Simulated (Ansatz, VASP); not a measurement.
**ScTl2PtN3 in VASP and in Ansatz**

```
CELL_PARAMETERS angstrom
3.30556 0.00000 0.00000
-1.65278 2.86270 0.00000
0.00000 0.00000 11.70429
ATOMIC_POSITIONS crystal
Sc 0.00000 0.00000 0.39367
Tl 0.33333 0.66667 0.85570
Tl 0.66667 0.33333 0.15510
Pt 0.33333 0.66667 0.59845
N 0.33333 0.66667 0.30466
N 0.66667 0.33333 0.51081
N 0.00000 0.00000 0.68160
```

Alike in both runs: functional PBE; k mesh 4 × 4 × 1; occupations gaussian, width 0.15 eV; no spin polarisation.

Ansatz relaxed the structure, and its values are those at the end. VASP's run is a single point on that final structure, the one shown.

|  | VASP | Ansatz |
| --- | --- | --- |
| version | VASP 6.6.1 | Ansatz 0.2.0 |
| potentials or method | VASP PAW PBE potentials, release 64 (Sc_sv, Tl_d, Pt, N) | scalar-relativistic, plane waves, PAW |
| plane-wave cutoff (eV) | 520 | 420 |
| valence electrons in the cell | 62 | 70 |

```tsv
	VASP	Ansatz	Ansatz less VASP
gap on the k mesh at the Fermi level (eV)	0.51	0.50	-0.003
least direct gap on the mesh (eV)	1.36	1.36	-0.002
pressure (GPa)	0.0	-0.1	-0.15
rms of the force components (eV/Å)	0.021	0.010	-0.0115
```

The two sets of potentials don't hold the same shells in valence.

Caveats: the k mesh is coarse (spacing up to 0.55 Å⁻¹), so the values aren't converged; spin-orbit coupling is left out, which as a rule narrows the gap of such compounds by several tenths of an eV; an odd mesh through Γ misses points on the zone boundary, where band edges often lie; this functional lacks dispersion, which binds the layers, so the pressure and a relaxed spacing across them are unreliable.
